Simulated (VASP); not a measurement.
Consider the following.

```
MoS2
1.0
    1.59161    -2.75674     0.00000
    1.59161     2.75674     0.00000
    0.00000     0.00000    13.29129
Mo S
2 4
Direct
  0.33333   0.66667   0.25000
  0.66667   0.33333   0.75000
  0.33333   0.66667   0.86753
  0.66667   0.33333   0.36753
  0.66667   0.33333   0.13247
  0.33333   0.66667   0.63247
```

These are PBE GGA with spin-orbit coupling, VASP's PBE PAW potentials (set 64) (plane waves; VASP) values and carry that method's errors. Numerical set-up: 400 eV cut-off, 7×7×2 Γ-centred mesh, Gaussian smearing of 0.050 eV, potentials Mo_sv S.

The path is coarsely sampled, so an indirect gap can come out somewhat too large. Without a dispersion term in the relaxation, distances and binding between the weakly bound layers, chains or molecules are unreliable, and so is what depends on them.

Q: Predict the energy per atom (σ→0), band gap (over mesh and band path) with the smallest direct gap where there is one.

A: 
```
Quantity                                                Value
---------------------------------------------  --------------
band gap (over mesh and band path)                    1.23 eV
smallest direct gap (over mesh and band path)         1.60 eV
energy per atom (σ→0)                          -7.315 eV/atom
```

The compound is MoS2 in the 2H layered structure. It was relaxed first, which changed the volume by +10 %.
